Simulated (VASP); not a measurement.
Input of a VASP 6.6.1 run:

INCAR

```
SYSTEM = Na3TeH
ALGO = Normal
EDIFF = 1E-6
EDIFFG = -0.01
ENCUT = 600
GGA = PE
IBRION = 2
ISIF = 3
ISMEAR = 0
LASPH = .TRUE.
LCHARG = .FALSE.
LREAL = .FALSE.
LWAVE = .FALSE.
NELM = 80
NSW = 90
PREC = Accurate
SIGMA = 0.03
```

Contents of KPOINTS:

```
k-points
0
G
  6 6 6
  0 0 0
```

File POSCAR:

```
Na3TeH
1.0
    4.7671700000      0.0000000000      0.0000000000
    0.0000000000      4.7671700000      0.0000000000
    0.0000000000      0.0000000000      4.7671700000
Na Te H
3 1 1
Direct
    0.5000000000      0.0000000000      0.5000000000
    0.0000000000      0.5000000000      0.5000000000
    0.5000000000      0.5000000000      0.0000000000
    0.0000000000      0.0000000000      0.0000000000
    0.5000000000      0.5000000000      0.5000000000
```

Potentials or basis: VASP PAW PBE potentials, release 64 (Na_pv, Te, H).

Command:

```sh
$ cat potpaw_PBE.64/Na_pv/POTCAR potpaw_PBE.64/Te/POTCAR potpaw_PBE.64/H/POTCAR > POTCAR
$ mpirun -np 1 vasp_std > vasp.out
```

Estimate the relaxed volume.

21.63 Å³/atom.

Estimate the band gap on the k mesh.

2.62 eV, indirect (least direct gap 2.80 eV).

Estimate the space group after relaxing (to 0.05 Å).

Pm-3m (No. 221).

Predict the relaxed cell.

a = 4.765 Å, b = 4.765 Å, c = 4.765 Å, α = 90.00°, β = 90.00°, γ = 90.00°.

Final structure:
```
CELL_PARAMETERS angstrom
4.76471 0.00000 0.00000
0.00000 4.76471 0.00000
0.00000 0.00000 4.76471
ATOMIC_POSITIONS crystal
Na 0.50000 0.00000 0.50000
Na 0.00000 0.50000 0.50000
Na 0.50000 0.50000 0.00000
Te 0.00000 0.00000 0.00000
H 0.50000 0.50000 0.50000
```

Caveat: spin-orbit coupling is left out, which moves the levels of the heavy elements. A k mesh can miss the band edges.
